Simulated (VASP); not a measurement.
Given:

```
CELL_PARAMETERS angstrom
      2.86000     0.00000     0.00000
      0.00000     2.86000     0.00000
      0.00000     0.00000     2.86000
ATOMIC_POSITIONS crystal
  Al 0.50000 0.50000 0.50000
  Co 0.00000 0.00000 0.00000
```

All values below come from r2SCAN meta-GGA, VASP's PBE PAW potentials (set 64) (plane waves; VASP 6.6.1). Settings: 480 eV cut-off, 11×11×11 Γ-centred mesh, first-order Methfessel-Paxton smearing of 0.10 eV, potentials Al Co.

Energy and stress use the plane-wave basis of the starting cell.

**Question.** The ions, cell shape and volume are relaxed. Give the cell that the relaxation ends in.

**Answer.** 
```
CELL_PARAMETERS angstrom
      2.82170     0.00000     0.00000
      0.00000     2.82170     0.00000
      0.00000     0.00000     2.82170
ATOMIC_POSITIONS crystal
  Al 0.50000 0.50000 0.50000
  Co 0.00000 0.00000 0.00000
```
Space group Pm-3m (221), at a tolerance of 0.03 Å.

**Question.** How do energy and volume change from the first to the last step?

**Answer.** The energy (σ→0) changes by -11.2 meV/atom and the volume by -4.0 %, in 3 ionic steps.

The compound is CoAl in the CsCl type structure. This run relaxes it. Symmetry was kept, so distortions that lower it aren't found. The run is not spin-polarised, so no magnetic state was tried.
